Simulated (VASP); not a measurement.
**C$_{4}$Si$_{4}$ (ordered alloy cell): computed properties**

All values below come from PBEsol GGA, VASP's PBE PAW potentials (set 64) (plane waves; VASP).

For C4Si4, the space group is Pmma (51) and the cell is a = 2.5843 Å, b = 3.4486 Å, c = 4.7488 Å, α = 90.00°, β = 90.00°, γ = 90.00°. The volume per atom is 10.58 Å^3/atom, the band gap (on the k-mesh) comes out as none (metal, semimetal or under 0.01 eV) and the density is 3.15 g/cm³.

CSi is modelled in the orthorhombic space group Pmma (No. 51), Pearson symbol oP4. Cell: a = 2.584 Å, b = 3.449 Å, c = 4.749 Å, α = 90.00°, β = 90.00°, γ = 90.00°. Si on 2e is coordinated by 2 C at 1.955 Å and 2 Si at 2.417 Å and 2 Si at 2.584 Å. C on 2f has 2 C at 1.554 Å and 2 Si at 1.955 Å. (Neighbours: up to the widest gap in distance over summed covalent radii, below 1.35, at either atom.)
(The calculation used a cell of 8 atoms; values per cell refer to that cell.)

The structure was generated: C4Si4 was put into an ordered model structure (Pmma), which need not be its known phase. It was relaxed first, which changed the volume by -7 %. Symmetry was kept, so distortions that lower it aren't found.
